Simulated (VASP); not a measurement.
Given:

```
CELL_PARAMETERS angstrom
      0.00000     3.17364     3.17364
      3.17364     0.00000     3.17364
      3.17364     3.17364     0.00000
ATOMIC_POSITIONS crystal
  Sn 0.00000 0.00000 0.00000
  Te 0.50000 0.50000 0.50000
```

All values below come from PBEsol GGA, VASP's PBE PAW potentials (set 64) (plane waves; VASP 6.6.1). Settings: 520 eV cut-off, 7×7×7 Γ-centred mesh, Gaussian smearing of 0.050 eV, potentials Sn_d Te.

Task: Predict the energy per atom (σ→0), pressure.

Result: 
```yaml
energy per atom (σ→0): -402.2 kJ/mol of atoms
pressure: -1.30 GPa
```

Only differences to runs with the same potentials and settings are physical.

The compound is SnTe in the rock salt structure, which distorts at low temperature. This cell is one point of a volume scan, at 1.03 of the reference volume.
